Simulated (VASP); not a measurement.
Here is the system:

```
Be2C
1.0
    0.00000     2.11686     2.11686
    2.11686     0.00000     2.11686
    2.11686     2.11686     0.00000
Be C
2 1
Direct
  0.25000   0.25000   0.25000
  0.75000   0.75000   0.75000
  0.00000   0.00000   0.00000
```

All values below come from PBE GGA with D3 dispersion (Becke-Johnson damping), VASP's PBE PAW potentials (set 64) (plane waves; VASP). Settings: 520 eV cut-off, 9×9×9 Γ-centred mesh, Gaussian smearing of 0.050 eV, potentials Be C.

Q: Predict the energy per atom (σ→0), pressure.

A: 
```
Quantity                       Result
---------------------  --------------
energy per atom (σ→0)  -6.132 eV/atom
pressure                     6.91 GPa
```

The absolute energy has meaning only against runs of the same code, potentials and settings.

The compound is Be2C in the antifluorite structure. This cell is one point of a volume scan, at 0.97 of the reference volume.
